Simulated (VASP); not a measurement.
Method: r2SCAN meta-GGA, VASP's PBE PAW potentials (set 64) (plane waves; VASP).

VASP input:

### INCAR
```
! general
SYSTEM  = B4C
PREC    = Accurate
ENCUT   = 520
LREAL   = Auto
LASPH   = .True.

! electronic loop
EDIFF   = 1E-6
NELM    = 100
ALGO    = Normal
LMIXTAU = .True.

! smearing
ISMEAR  = 0
SIGMA   = 0.05

! functional
METAGGA = R2SCAN

! ions
IBRION  = 2
NSW     = 60
ISIF    = 3
EDIFFG  = -0.02

! output
LWAVE   = .False.
LCHARG  = .False.
```

### POSCAR
```
B4C
1.0
  4.3721921914  -2.7922863999   0.0049500254
  4.3721921914   2.7922863999   0.0049500254
 -2.4234453043   0.0000000000   4.4078640291
B C
12 3
Direct
  0.5082331755   0.5082331755   0.1616153245
  0.4979277843   0.1759971257   0.5160907292
  0.1759971257   0.4979277843   0.5160907292
  0.5060328043   0.8309050454   0.4946518741
  0.8309050454   0.5060328043   0.4946518741
  0.6931265268   0.6931265268   0.8195188051
  0.3102447351   0.3102447351   0.1878631713
  0.6970851891   0.1882239543   0.3049876665
  0.1882239543   0.6970851891   0.3049876665
  0.3039248858   0.8174299035   0.7012402720
  0.8174299035   0.3039248858   0.7012402720
  0.9994448059   0.9994448059   0.0115017573
  0.4966912099   0.4966912099   0.8245239686
  0.8745754987   0.8745754987   0.1189821357
  0.1215073556   0.1215073556   0.8959737538
```

KPOINTS:
```
kpoints
0
Gamma
 5 5 5
```

POTCAR, in this order: B C (PBE.64 set). Program: vasp_std.

What will the output report for the number of irreducible k-points (NKPTS), number of bands (NBANDS), largest plane-wave count, number of space-group operations, FFT grid (NGX, NGY, NGZ)?

| Property | Result |
|---|---|
| number of irreducible k-points (NKPTS) | 39 |
| number of bands (NBANDS) | 32 |
| largest plane-wave count | 2921 |
| number of space-group operations | 2 |
| FFT grid (NGX, NGY, NGZ) | 40 × 40 × 40 |

The structure comes from a computed database's B4C entry (Cm); how it stands against other phases isn't given here. This run relaxes it. Symmetry was kept, so distortions that lower it aren't found. The start is the result of an earlier pass.
